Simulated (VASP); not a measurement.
Method: PBEsol GGA, VASP's PBE PAW potentials (set 64) (plane waves; VASP 6.6.1).

The input files of a VASP run:

INCAR:
```
SYSTEM = Ta2O5
PREC = Accurate
ENCUT = 520
EDIFF = 1E-7
NELM = 100
ALGO = Normal
LREAL = .FALSE.
LASPH = .TRUE.
ISMEAR = -5
GGA = PS
LMAXMIX = 6
LWAVE = .FALSE.
LCHARG = .TRUE.
LORBIT = 11
NEDOS = 601
ISIF = 2
LEFG = .TRUE.
```

**KPOINTS**
```
Automatic mesh
0
Gamma
7 7 4
0 0 0
```

**POSCAR**
```
Ta2O5
1
    3.8452445105     0.0000000000    -0.0036576110
    0.0000000000     3.8642627723     0.0000000000
   -1.8269490219     0.0000000000     6.5101170423
Ta O
2 5
Direct
  0.6479846876   0.0000000000   0.7923279575
  0.3520153124   0.0000000000   0.2076720425
  0.6640389985   0.5000000000   0.7992980714
  0.3359610015   0.5000000000   0.2007019286
  0.1890907006   1.0000000000   0.8704518275
  0.8109092994   0.0000000000   0.1295481725
  0.5000000000   0.0000000000   0.5000000000
```

POTCAR, in this order: Ta_pv O (PBE.64 set). Program: vasp_std.

Output

### OUTCAR
```
 ion  position               nearest neighbor table
   1  0.648  0.000  0.792-   7 1.90   3 1.93   3 1.93   5 1.97   5 2.00   6 2.19   2 3.30   2 3.33
  LATTYP: Found a simple monoclinic cell.
 ALAT       =     3.8452462501
 B/A-ratio  =     1.0049454628
 C/A-ratio  =     1.7584334856
 COS(beta)  =    -0.2711100912
 Subroutine PRICEL returns:
 Original cell was already a primitive cell.
 Subroutine GETGRP returns: Found  4 space group operations
The static configuration has the point symmetry C_2h.
The dynamic configuration has the point symmetry C_2h.
 Subroutine INISYM returns: Found  4 space group operations
 Subroutine IBZKPT returns following result:
 Found     60 irreducible k-points:

 Following reciprocal coordinates:
            Coordinates               Weight
  0.000000  0.000000  0.000000      1.000000
  0.142857  0.000000  0.000000      2.000000
  0.285714  0.000000 -0.000000      2.000000
  0.428571  0.000000  0.000000      2.000000
  0.000000  0.142857  0.000000      2.000000
  0.142857  0.142857  0.000000      4.000000
  0.285714  0.142857 -0.000000      4.000000
...
```

File OSZICAR:
```
       N       E                     dE             d eps       ncg     rms          rms(c)
DAV:   1     0.475498084482E+03    0.47550E+03   -0.29901E+04  3720   0.167E+03
DAV:   2    -0.541688954231E+02   -0.52967E+03   -0.52155E+03  4843   0.452E+02
DAV:   3    -0.843300960212E+02   -0.30161E+02   -0.30090E+02  4385   0.112E+02
DAV:   4    -0.847574028793E+02   -0.42731E+00   -0.42675E+00  4556   0.146E+01
DAV:   5    -0.847653483166E+02   -0.79454E-02   -0.79430E-02  4378   0.188E+00    0.520E+01
DAV:   6    -0.715805737039E+02    0.13185E+02   -0.75418E+01  4541   0.545E+01    0.207E+01
DAV:   7    -0.712373813913E+02    0.34319E+00   -0.43793E+00  4483   0.127E+01    0.118E+01
DAV:   8    -0.711337039421E+02    0.10368E+00   -0.43353E-01  4823   0.524E+00    0.778E-01
DAV:   9    -0.711291115506E+02    0.45924E-02   -0.36518E-02  4749   0.141E+00    0.376E-01
DAV:  10    -0.711292163842E+02   -0.10483E-03   -0.47120E-03  4325   0.483E-01    0.194E-01
DAV:  11    -0.711300349061E+02   -0.81852E-03   -0.16813E-03  4785   0.288E-01    0.458E-02
DAV:  12    -0.711302030866E+02   -0.16818E-03   -0.36103E-04  4693   0.129E-01    0.285E-02
DAV:  13    -0.711302416924E+02   -0.38606E-04   -0.66813E-05  4480   0.499E-02    0.757E-03
DAV:  14    -0.711302580035E+02   -0.16311E-04   -0.26927E-05  4813   0.289E-02    0.645E-03
DAV:  15    -0.711302601238E+02   -0.21203E-05   -0.29602E-06  4430   0.105E-02    0.371E-03
DAV:  16    -0.711302606702E+02   -0.54642E-06   -0.12281E-06  4619   0.579E-03    0.125E-03
DAV:  17    -0.711302606797E+02   -0.94742E-08   -0.15488E-07  3069   0.240E-03
   1 F= -.71130261E+02 E0= -.71130261E+02  d E =0.000000E+00
```

OUTCAR:
```
------------------------ aborting loop because EDIFF is reached ----------------------------------------
  FORCE on cell =-STRESS in cart. coord.  units (eV):
  Direction    XX          YY          ZZ          XY          YZ          ZX
  --------------------------------------------------------------------------------------
  Total        0.0313850     -0.0604599      0.0546061      0.0000000      0.0000000     -0.0064759
  in kB        0.5199599     -1.0016468      0.9046666      0.0000000      0.0000000     -0.1072878
  external PRESSURE =       0.1409932 kB  Pullay stress =       0.0000000 kB
  volume of cell :       96.71
      direct lattice vectors                 reciprocal lattice vectors
     3.845244511  0.000000000 -0.003657611     0.260130925  0.000000000  0.073001136
     0.000000000  3.864262772  0.000000000     0.000000000  0.258781573  0.000000000
    -1.826949022  0.000000000  6.510117042     0.000146151  0.000000000  0.153648084
 POSITION                                       TOTAL-FORCE (eV/Angst)
 -----------------------------------------------------------------------------------
      1.04412      0.00000      5.15578         0.025191      0.000000      0.027388
      0.97418      0.00000      1.35068        -0.025191      0.000000     -0.027388
      1.09312      1.93213      5.20110        -0.029707      0.000000     -0.013507
      0.92518      1.93213      1.30536         0.029707     -0.000000      0.013507
     -0.86317      0.00000      5.66605         0.003302      0.000000     -0.004802
      2.88147      0.00000      0.84041        -0.003302      0.000000      0.004802
      1.00915      0.00000      3.25323         0.000000      0.000000      0.000000
 -----------------------------------------------------------------------------------
    total drift:                               -0.000000      0.000000     -0.000000
  FREE ENERGIE OF THE ION-ELECTRON SYSTEM (eV)
  ---------------------------------------------------
  free  energy   TOTEN  =       -71.1302606797 eV

  energy  without entropy=      -71.1302606797  energy(sigma->0) =      -71.13026068

 total charge

# of ion       s       p       d       tot
------------------------------------------
    1        0.354   6.359   2.121   8.834
    2        0.354   6.359   2.121   8.834
    3        1.568   3.503   0.000   5.071
    4        1.568   3.503   0.000   5.071
    5        1.556   3.539   0.000   5.095
    6        1.556   3.539   0.000   5.095
    7        1.565   3.520   0.000   5.085
--------------------------------------------------
tot          8.520  30.323   4.242  43.085

 Electric field gradients after diagonalization (V/A^2)
 (convention: |V_zz| > |V_xx| > |V_yy|)
----------------------------------------------------------------------
 ion       V_xx      V_yy      V_zz     asymmetry (V_yy - V_xx)/ V_zz
----------------------------------------------------------------------
   1     201.187   165.112  -366.300       0.098
   2     201.187   165.112  -366.300       0.098
   3      -1.052    -0.783     1.836       0.147
   4      -1.052    -0.783     1.836       0.147
   5      37.609    14.029   -51.637       0.457
   6      37.609    14.029   -51.637       0.457
   7      25.538    18.306   -43.844       0.165
```
(Selected blocks of OUTCAR.)

The structure comes from a computed database's Ta2O5 entry (P2/m); how it stands against other phases isn't given here. It was relaxed first.
